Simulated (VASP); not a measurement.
Method: LDA (Ceperley-Alder, Perdew-Zunger), VASP's LDA PAW potentials (set 64) (plane waves; VASP).

The input files of a VASP run:

POSCAR:
```
CuZn
5.6907760
  0.5000000206   0.0000000000   0.0000000000
  0.0000000000   0.5000000206   0.0000000000
  0.0000000000   0.0000000000   0.5000000206
Zn Cu
1 1
direct
  0.5000000000   0.5000000000   0.5000000000
  0.0000000000   0.0000000000   0.0000000000
```

**INCAR**
```
ALGO=Normal
EDIFF=1E-7
ENCUT=520
ISIF=2
ISMEAR=1
LASPH=.True.
LCHARG=.False.
LMAXMIX=4
LREAL=.False.
LWAVE=.False.
NELM=100
PREC=Accurate
SIGMA=0.1
SYSTEM=CuZn
```

KPOINTS:
```
Automatic mesh
0
Gamma
13 13 13
0 0 0
```

POTCAR, in this order: Zn Cu (LDA.64 set). Program: vasp_std.

Output

**OSZICAR**
```
       N       E                     dE             d eps       ncg     rms          rms(c)
DAV:   1     0.109529276859E+03    0.10953E+03   -0.11572E+04  2680   0.264E+03
DAV:   2    -0.492981642234E+01   -0.11446E+03   -0.11151E+03  2527   0.333E+02
DAV:   3    -0.802734982969E+01   -0.30975E+01   -0.30879E+01  3011   0.744E+01
DAV:   4    -0.804986948396E+01   -0.22520E-01   -0.22518E-01  2996   0.556E+00
DAV:   5    -0.805014747155E+01   -0.27799E-03   -0.27799E-03  3285   0.650E-01    0.106E+01
DAV:   6    -0.767914932069E+01    0.37100E+00   -0.17534E+01  2726   0.120E+02    0.581E+00
DAV:   7    -0.679644525515E+01    0.88270E+00   -0.39983E+00  2762   0.117E+02    0.276E+00
DAV:   8    -0.679062788705E+01    0.58174E-02   -0.18114E-01  2969   0.583E+00    0.145E+00
DAV:   9    -0.677825514766E+01    0.12373E-01   -0.16984E-02  3395   0.333E+00    0.112E-01
DAV:  10    -0.677819325175E+01    0.61896E-04   -0.76388E-04  4017   0.583E-01    0.387E-02
DAV:  11    -0.677819242997E+01    0.82178E-06   -0.67230E-05  3266   0.297E-01    0.915E-03
DAV:  12    -0.677819290080E+01   -0.47083E-06   -0.73217E-06  3464   0.791E-02    0.332E-03
DAV:  13    -0.677819283384E+01    0.66955E-07   -0.55096E-07  2884   0.199E-02
   1 F= -.67781928E+01 E0= -.67780434E+01  d E =-.448372E-03
```

### OUTCAR
```
------------------------ aborting loop because EDIFF is reached ----------------------------------------
  FORCE on cell =-STRESS in cart. coord.  units (eV):
  Direction    XX          YY          ZZ          XY          YZ          ZX
  --------------------------------------------------------------------------------------
  Total        0.7457313      0.7457313      0.7457313     -0.0000000      0.0000000     -0.0000000
  in kB       51.8642846     51.8642846     51.8642846     -0.0000000      0.0000000     -0.0000000
  external PRESSURE =      51.8642846 kB  Pullay stress =       0.0000000 kB
  volume of cell :       23.04
      direct lattice vectors                 reciprocal lattice vectors
     2.845388117  0.000000000  0.000000000     0.351445904  0.000000000  0.000000000
     0.000000000  2.845388117  0.000000000     0.000000000  0.351445904  0.000000000
     0.000000000  0.000000000  2.845388117     0.000000000  0.000000000  0.351445904
 POSITION                                       TOTAL-FORCE (eV/Angst)
 -----------------------------------------------------------------------------------
      1.42269      1.42269      1.42269         0.000000      0.000000      0.000000
      0.00000      0.00000      0.00000         0.000000      0.000000      0.000000
 -----------------------------------------------------------------------------------
    total drift:                                0.000000      0.000000     -0.000000
  FREE ENERGIE OF THE ION-ELECTRON SYSTEM (eV)
  ---------------------------------------------------
  free  energy   TOTEN  =        -6.7781928338 eV

  energy  without entropy=       -6.7777444621  energy(sigma->0) =       -6.77804338
```
(Selected blocks of OUTCAR.)

The compound is CuZn in the CsCl type structure. This cell is one point of a volume scan, at 0.97 of the reference volume. The electron count is odd and the run is not spin-polarised, which forces a metal.
